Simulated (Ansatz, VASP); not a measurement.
# Co3Sn2S2 in two plane-wave programs, part 2 of 2

Aim: how closely do two programs agree when they are given the same cell, functional and k mesh? The cell is taken from a series of runs on this material, whose earlier steps may have relaxed, scaled, displaced or heated it; both programs get it as it stands.

VASP 6.6.1 and Ansatz 0.2.0.

So far: The structure; Ansatz: single point, PBEsol, pair 1.

### 3. VASP: single point, PBEsol, pair 1

Level of this step: PBEsol, spin-polarised from a ferromagnetic start; plane waves and PAW (Co, Sn_d, S) (VASP).

The same cell, functional, mesh and smearing now go to VASP, with its own data sets.

Lines of VASP's logs that name or quote its potential files are left out, and so is its time.

The input, INCAR:

```
SYSTEM = Co3Sn2S2
PREC = Accurate
ENCUT = 520
EDIFF = 1E-06
NELM = 200
ISMEAR = -1
SIGMA = 0.05
LREAL = .FALSE.
ALGO = Normal
GGA = PS
NBANDS = 46
ISPIN = 2
MAGMOM = 0.32 0.32 0.32 -0 -0.01 0.01 0.01
LASPH = .TRUE.
LMAXMIX = 4
LORBIT = 11
LWAVE = .FALSE.
LCHARG = .FALSE.
ISIF = 2
GGA_COMPAT = .FALSE.
KPAR = 2
```

The input, POSCAR:

```
Co3Sn2S2
1.0
   -2.6786950000      4.6396358380      0.0000000000
   -5.3573900000      0.0000000000      0.0000000000
   -2.6786950000      1.5465452793      4.3758000000
Co Sn S
3 2 2
Direct
    0.5000000000      0.0000000000      0.5000000000
    0.0000000000      0.5000000000      0.5000000000
    0.0000000000      0.0000000000      0.5000000000
    0.5000000000      0.5000000000      0.5000000000
    0.0000000000      0.0000000000      0.0000000000
    0.7170000000      0.7170000000      0.8490000000
    0.2830000000      0.2830000000      0.1510000000
```

The input, KPOINTS:

```
Automatic mesh
0
Gamma
6 6 6
0 0 0
```

PAW data sets: Co, Sn_d and S (PBE family, release 64).

On the command line:

```sh
mpirun -np 2 vasp_std
```

Numbers of over 12 decimals in the logs are rounded to 6 here.

Output:

```text
[banner, memory and clock lines left out]
running    2 mpi-ranks, on    1 nodes
 distrk:  each k-point on    1 cores,    2 groups
 distr:  one band on    1 cores,    1 groups

 POSCAR found type information on POSCAR CoSnS
 POSCAR found :  3 types and       7 ions
|                                                                             |
|               ----> ADVICE to this user running VASP <----                  |
|                                                                             |
|     You enforced a specific xc type in the INCAR file but a different       |
|     [... a line on the potential file left out ...]
|     I HOPE YOU KNOW WHAT YOU ARE DOING!                                     |
|                                                                             |

 LDA part: xc-table for (Slater+PW92), standard interpolation
 POSCAR, INCAR and KPOINTS ok, starting setup
 FFT: planning ... GRIDC
 FFT: planning ... GRID_SOFT
 FFT: planning ... GRID
 WAVECAR not read
 entering main loop
       N       E                     dE             d eps       ncg     rms          rms(c)
DAV:   1     0.674306878249E+03    0.67431E+03   -0.29092E+04  6012   0.207E+03
DAV:   2     0.642063361919E+02   -0.61010E+03   -0.58083E+03  5888   0.536E+02
DAV:   3    -0.399331059144E+02   -0.10414E+03   -0.99263E+02  6258   0.199E+02
DAV:   4    -0.469042240576E+02   -0.69711E+01   -0.68553E+01  6914   0.525E+01
DAV:   5    -0.471298094196E+02   -0.22559E+00   -0.22535E+00  7468   0.928E+00    0.228E+01
DAV:   6    -0.531964368912E+02   -0.60666E+01   -0.46449E+01  6726   0.784E+01    0.269E+01
DAV:   7    -0.435598053035E+02    0.96366E+01   -0.25247E+01  6838   0.681E+01    0.671E+00
DAV:   8    -0.435966722354E+02   -0.36867E-01   -0.27461E+00  6602   0.790E+00    0.301E+00
DAV:   9    -0.435403603343E+02    0.56312E-01   -0.27321E-01  7414   0.556E+00    0.989E-01
DAV:  10    -0.435413838827E+02   -0.10235E-02   -0.32044E-02  7162   0.117E+00    0.678E-01
DAV:  11    -0.435420388524E+02   -0.65497E-03   -0.53241E-03  8472   0.597E-01    0.256E-01
DAV:  12    -0.435420541850E+02   -0.15333E-04   -0.92998E-04  7928   0.194E-01    0.126E-01
DAV:  13    -0.435420278475E+02    0.26337E-04   -0.97737E-05  6910   0.931E-02    0.560E-02
DAV:  14    -0.435420284008E+02   -0.55328E-06   -0.10043E-05  7598   0.263E-02    0.253E-02
DAV:  15    -0.435420297782E+02   -0.13774E-05   -0.40360E-06  5996   0.118E-02    0.832E-03
DAV:  16    -0.435420295727E+02    0.20555E-06   -0.55664E-07  3796   0.818E-03
   1 F= -.43542030E+02 E0= -.43529027E+02  d E =-.260050E-01  mag=     0.9248
```

Parts of OUTCAR (step 3):

```text
ion  position               nearest neighbor table
   1  0.500  0.000  0.500-   6 2.17   7 2.17   4 2.68   4 2.68   2 2.68   3 2.68   2 2.68   3 2.68
                             5 2.68   5 2.68
   2  0.000  0.500  0.500-   6 2.17   7 2.17   3 2.68   3 2.68   1 2.68   4 2.68   1 2.68   4 2.68
                             5 2.68   5 2.68
   3  0.000  0.000  0.500-   6 2.17   7 2.17   2 2.68   2 2.68   1 2.68   4 2.68   1 2.68   4 2.68
                             5 2.68   5 2.68
   4  0.500  0.500  0.500-   1 2.68   1 2.68   2 2.68   3 2.68   2 2.68   3 2.68   7 2.85   6 2.85

  LATTYP: Found a trigonal (rhomboedric) cell.
 ALAT       =     5.3586224764
 COS(alpha) =     0.5002299723

 Subroutine GETGRP returns: Found 12 space group operations
 (whereof 12 operations were pure point group operations)

The static configuration has the point symmetry D_3d.

 Found     32 irreducible k-points:

   k-points           NKPTS =     32   k-points in BZ     NKDIM =     32   number of bands    NBANDS=     46

   dimension x,y,z NGX =    40 NGY =   40 NGZ =   40
   dimension x,y,z NGXF=    80 NGYF=   80 NGZF=   80

   ENCUT  =  520.0 eV  38.22 Ry    6.18 a.u.   9.96  9.96  9.96*2*pi/ulx,y,z

   NELECT =      67.0000    total number of electrons

 k-points in reciprocal lattice and weights: Automatic mesh
   0.00000000  0.00000000  0.00000000       0.005
   0.16666667  0.00000000  0.00000000       0.028
   0.33333333  0.00000000  0.00000000       0.028
   0.50000000  0.00000000  0.00000000       0.014
   0.16666667  0.16666667  0.00000000       0.028
   0.33333333  0.16666667  0.00000000       0.056
   0.50000000  0.16666667  0.00000000       0.056
  -0.33333333  0.16666667  0.00000000       0.056
  -0.16666667  0.16666667  0.00000000       0.028
[...]
-0.16666667 -0.16666667  0.33333333       0.028
   0.00000000  0.00000000  0.50000000       0.005

 average (electrostatic) potential at core
       1 -78.5951       2 -78.5951       3 -78.5951       4 -97.2247       5 -97.3332
       6 -83.0220       7 -83.0220

 E-fermi :   9.5944

 spin component 1
 k-point     1 :       0.0000    0.0000    0.0000
  band No.  band energies     occupation
    ...
     32       8.6898      1.00000
     33       8.6898      1.00000
     34       9.2907      0.99770
     35       9.5852      0.54602
     36       9.5852      0.54602
     37       9.7235      0.07033
     38      10.2364      0.00000
     39      12.9747      0.00000
     40      12.9747      0.00000
     41      13.4241      0.00000
    ...

 k-point     2 :       0.1667    0.0000    0.0000
  band No.  band energies     occupation
    ...
     31       8.6074      1.00000
     32       8.7298      1.00000
     33       8.7561      1.00000
     34       9.3913      0.98309
     35       9.5807      0.56819
     36       9.6993      0.10943
     37      10.3198      0.00000
     38      10.4421      0.00000
     39      12.4390      0.00000
     40      12.6635      0.00000
    ...

 k-point     3 :       0.3333    0.0000    0.0000
  band No.  band energies     occupation
    ...
     30       8.5554      1.00000
     31       8.5768      1.00000
     32       8.6646      1.00000
     33       8.9222      1.00000
     34       9.4904      0.88897
     35       9.6675      0.18815
     36      10.1888      0.00001
     37      10.3842      0.00000
     38      11.7707      0.00000
     39      12.1609      0.00000
    ...

 k-point     4 :       0.5000    0.0000    0.0000
  band No.  band energies     occupation
    ...
     29       8.4509      1.00000
     30       8.4833      1.00000
     31       8.5962      1.00000
     32       8.6742      1.00000
     33       9.1628      0.99982
     34       9.6054      0.44544
     35       9.7697      0.02916
     36      10.0230      0.00019
     37      10.9439      0.00000
     38      11.4580      0.00000
    ...

 k-point     5 :       0.1667    0.1667    0.0000
  band No.  band energies     occupation
    ...
     30       8.4081      1.00000
     31       8.6080      1.00000
     32       8.7105      1.00000
     33       8.7493      1.00000
     34       9.3181      0.99604
     35       9.7958      0.01752
     36       9.9731      0.00051
     37      10.2280      0.00000
     38      10.6244      0.00000
     39      12.0918      0.00000
    ...

 k-point     6 :       0.3333    0.1667    0.0000
  band No.  band energies     occupation
    ...
     30       8.5181      1.00000
     31       8.5850      1.00000
     32       8.7474      1.00000
     33       8.8290      1.00000
     34       9.3454      0.99317
     35       9.9322      0.00116
     36      10.2779      0.00000
     37      10.9120      0.00000
     38      11.4649      0.00000
     39      11.5610      0.00000
    ...

  Total       -3.5202517     -3.5202517     -3.9877666      0.0000000      0.0000000      0.0000000
  in kB      -51.8548857    -51.8548857    -58.7415899      0.0000000      0.0000000      0.0000000
  external PRESSURE =     -54.1504538 kB  Pullay stress =       0.0000000 kB

  energy-cutoff  :      520.00
  volume of cell :      108.77
      direct lattice vectors                 reciprocal lattice vectors
    -2.678695000  4.639635838  0.000000000     0.000000000  0.215534157 -0.076176547
    -5.357390000  0.000000000  0.000000000    -0.186658056 -0.107767079 -0.076176547
    -2.678695000  1.546545279  4.375800000     0.000000000  0.000000000  0.228529640

 POSITION                                       TOTAL-FORCE (eV/Angst)
 -----------------------------------------------------------------------------------
     -2.67869      3.09309      2.18790        -0.000000      0.000000      0.000000
     -4.01804      0.77327      2.18790        -0.000000      0.000000      0.000000
     -1.33935      0.77327      2.18790        -0.000000     -0.000000      0.000000
     -5.35739      3.09309      2.18790        -0.000000      0.000000      0.000000
      0.00000      0.00000      0.00000        -0.000000     -0.000000      0.000000
     -8.03608      4.63964      3.71505         0.000000      0.000000     -0.747762
     -2.67870      1.54655      0.66075         0.000000     -0.000000      0.747762
 -----------------------------------------------------------------------------------
    total drift:                               -0.000000     -0.000000     -0.000000

  FREE ENERGIE OF THE ION-ELECTRON SYSTEM (eV)
  ---------------------------------------------------
  free  energy   TOTEN  =       -43.5420295727 eV

  energy  without entropy=      -43.5160246095  energy(sigma->0) =      -43.52902709

 total charge
# of ion       s       p       d       tot
------------------------------------------
    1        0.403   0.530   7.491   8.424
    2        0.403   0.530   7.491   8.424
    3        0.403   0.530   7.491   8.424
    4        1.172   1.049  10.046  12.267
    5        1.166   1.028  10.039  12.233
    6        1.337   2.320   0.000   3.657
    7        1.337   2.320   0.000   3.657
--------------------------------------------------
tot          6.220   8.308  42.558  57.087

 magnetization (x)
# of ion       s       p       d       tot
------------------------------------------
    1       -0.000  -0.006   0.324   0.318
    2       -0.000  -0.006   0.324   0.318
    3       -0.000  -0.006   0.324   0.318
    4        0.016  -0.023  -0.003  -0.010
    5        0.006  -0.019  -0.004  -0.017
    6       -0.000   0.010   0.000   0.010
    7       -0.000   0.010   0.000   0.010
--------------------------------------------------
tot          0.020  -0.038   0.965   0.947

[... 6 further parts left out ...]
```

The run ends at a pressure of -5.42 GPa, with forces up to 0.75 eV/Å.

### 4. Comparison

Known differences besides the potentials themselves: VASP starts from the moments at which Ansatz ended; the data sets hold 91 valence electrons in Ansatz (on its PAW soft_1 files) and 67 in VASP; the cutoff is 420 eV in Ansatz and 520 eV in VASP; Ansatz makes its cores anew for this functional, VASP keeps those of its PBE data sets; site moments are counted in spheres of each program's own size. Total energies have different zeros and are not compared.

Both answers:

```
          quantity  Ansatz  VASP  difference
 total moment (μB)    0.93  0.92        0.00
moment on Co1 (μB)    0.32  0.32       +0.01
moment on Co2 (μB)    0.32  0.32       +0.01
moment on Co3 (μB)    0.32  0.32       +0.01
```

### 5. Ansatz: single point, PBEsol, pair 2

A single point takes one fixed geometry, so differences don't come from the geometry; what else differs is listed under the comparison.

The cell is taken from a series of runs on this material, whose earlier steps may have relaxed, scaled, displaced or heated it; both programs get it as it stands.

The input, input.yaml:

```yaml
crystal:
  lattice:
    - [-2.678695, 4.639635838, 0.0]
    - [-5.35739, 0.0, 0.0]
    - [-2.678695, 1.5465452793, 4.3758]
  atoms:
    - { symbol: Co, position: [0.5, 0.0, 0.5], spin: 0.32 }
    - { symbol: Co, position: [0.0, 0.5, 0.5], spin: 0.32 }
    - { symbol: Co, position: [0.0, 0.0, 0.5], spin: 0.32 }
    - { symbol: Sn, position: [0.5, 0.5, 0.5] }
    - { symbol: Sn, position: [0.0, 0.0, 0.0] }
    - { symbol: S, position: [0.717, 0.717, 0.849] }
    - { symbol: S, position: [0.283, 0.283, 0.151] }
magnetization:
  spin_polarized: true
kpoints:
  mp_grid: { grid: [9, 9, 9] }
hamiltonian:
  xc: pbesol
  pseudopotentials: { kind: paw, azcp: { folder: soft_1 }, xc_functional: pbe }
scf:
  occupations: { method: fermi_dirac, width: 0.05 }
  max_iter: 120
  convergence: { dr2_threshold: 1.0e-08 }
  lower_state_search: "off"
basis:
  ecutwfc: 420.0
checkpoint:
  read: start
  write: ck
  compress: false
  write_wavefunctions: false
  write_every: 100000
```

On the command line:

```sh
ansatz run input.yaml --threads 4 --pin off --max-ram 11264MiB --backend cpu --events-out ev --progress --plain --runs-dir out
```

Output:

```text
[...]
Per-site moments (μB) at R_I (Å): [(0.323769, 0.896559), (0.323769, 0.896559), (0.323769, 0.896559), (-0.00297235, 1.104962), (-0.00872118, 1.105216), (0.00774677, 0.896559), (0.00774677, 0.896559)]
Free energy (F): -28951.490957 eV
[...]
Internal energy: -28951.464651 eV  (E = F + TS)
E sigma→0 (E₀):  -28951.477804 eV
Entropy (-TS):   -0.026307 eV (-3.758 meV/atom)
Fermi energy:    13.982203 eV
[...]
[key lines of the parts left out:]
SCF converged after 8 iterations
Magnetization: 0.9295 μB (45.9647 up, 45.0353 down)
```

### 6. VASP: single point, PBEsol, pair 2

The same cell, functional, mesh and smearing now go to VASP, with its own data sets.

INCAR is that of step 3.

POSCAR is that of step 3.

The input, KPOINTS:

```
Automatic mesh
0
Gamma
9 9 9
0 0 0
```

On the command line:

```sh
mpirun -np 2 vasp_std
```

Output:

```text
[banner, memory and clock lines left out]
running    2 mpi-ranks, on    1 nodes
[...]
[... a notice as in an earlier step ...]

 LDA part: xc-table for (Slater+PW92), standard interpolation
 POSCAR, INCAR and KPOINTS ok, starting setup
[...]
entering main loop
       N       E                     dE             d eps       ncg     rms          rms(c)
DAV:   1     0.675921658942E+03    0.67592E+03   -0.29143E+04 16036   0.206E+03
DAV:   2     0.647085527120E+02   -0.61121E+03   -0.58165E+03 15640   0.538E+02
DAV:   3    -0.399706107192E+02   -0.10468E+03   -0.99777E+02 16592   0.199E+02
DAV:   4    -0.469035453047E+02   -0.69329E+01   -0.68216E+01 18318   0.526E+01
[...]
DAV:  14    -0.435420440007E+02    0.17420E-06   -0.12806E-05 20532   0.285E-02    0.264E-02
DAV:  15    -0.435420454301E+02   -0.14295E-05   -0.48203E-06 16660   0.147E-02    0.882E-03
DAV:  16    -0.435420452450E+02    0.18514E-06   -0.67918E-07 10120   0.815E-03
   1 F= -.43542045E+02 E0= -.43528692E+02  d E =-.267072E-01  mag=     0.9253
```

Parts of OUTCAR (step 6):

```text
  Total       -3.5069137     -3.5069137     -4.0229402      0.0000000      0.0000000      0.0000000
  in kB      -51.6584104    -51.6584104    -59.2597127      0.0000000      0.0000000      0.0000000
  external PRESSURE =     -54.1921778 kB  Pullay stress =       0.0000000 kB

 POSITION                                       TOTAL-FORCE (eV/Angst)
 -----------------------------------------------------------------------------------
     -2.67869      3.09309      2.18790        -0.000000      0.000000      0.000000
     -4.01804      0.77327      2.18790        -0.000000     -0.000000      0.000000
     -1.33935      0.77327      2.18790        -0.000000      0.000000      0.000000
     -5.35739      3.09309      2.18790        -0.000000      0.000000      0.000000
      0.00000      0.00000      0.00000        -0.000000     -0.000000      0.000000
     -8.03608      4.63964      3.71505         0.000000      0.000000     -0.754929
     -2.67870      1.54655      0.66075        -0.000000     -0.000000      0.754929
 -----------------------------------------------------------------------------------
    total drift:                               -0.000000     -0.000000     -0.000000

  FREE ENERGIE OF THE ION-ELECTRON SYSTEM (eV)
  ---------------------------------------------------
  free  energy   TOTEN  =       -43.5420452450 eV

  energy  without entropy=      -43.5153380403  energy(sigma->0) =      -43.52869164

 magnetization (x)
# of ion       s       p       d       tot
------------------------------------------
    1       -0.000  -0.006   0.325   0.319
    2       -0.000  -0.006   0.325   0.319
    3       -0.000  -0.006   0.325   0.319
    4        0.015  -0.023  -0.003  -0.010
    5        0.006  -0.019  -0.004  -0.017
    6       -0.000   0.010   0.000   0.009
    7       -0.000   0.010   0.000   0.009
--------------------------------------------------
tot          0.020  -0.039   0.967   0.948

[... 1 part as in an earlier step ...]

[... 2 further parts left out ...]
[key lines of the parts left out:]
E-fermi :   9.5961
```

The run ends at a pressure of -5.42 GPa, with forces up to 0.75 eV/Å.

### 7. Comparison

What differs besides the data sets and the points named for the pairs above, as far as they apply: the data sets hold 91 valence electrons in Ansatz (on its PAW soft_1 files) and 67 in VASP. Total energies have different zeros and are not compared.

Compared:

```csv
quantity,Ansatz,VASP,difference
total moment (μB),0.93,0.93,0.00
moment on Co1 (μB),0.32,0.32,+0.01
moment on Co2 (μB),0.32,0.32,+0.01
moment on Co3 (μB),0.32,0.32,+0.01
```

### 8. Outcome

```yaml
difference_in_total_moment_single_point_pbesol_pair_1: 0.0045 μB
difference_in_total_moment_single_point_pbesol_pair_2: 0.0042 μB
```

The difference in total moment is 0.0045 μB (single point, PBEsol, pair 1). The data sets hold unlike numbers of valence electrons (91 in Ansatz and 67 in VASP), so part of the differences may come from the potentials. Pairs 1 and 2 hold one cell, so they aren't independent. Such differences can come from data sets, numerical settings and the points named under the comparisons, not from the functional's error against experiment.

[Lines on the potential files, build, host, timing and source positions are cut from VASP's logs without a mark.]

[Logs are printed without paths, hosts, clocks, repeated set-up lines and the standing remarks that a program may print on its own settings, such as how far it seeks lower states.]

[Hosts, paths, dates, database ids (printed as entryN), source tags and the programs' standing remarks are cut or masked in the printed files.]
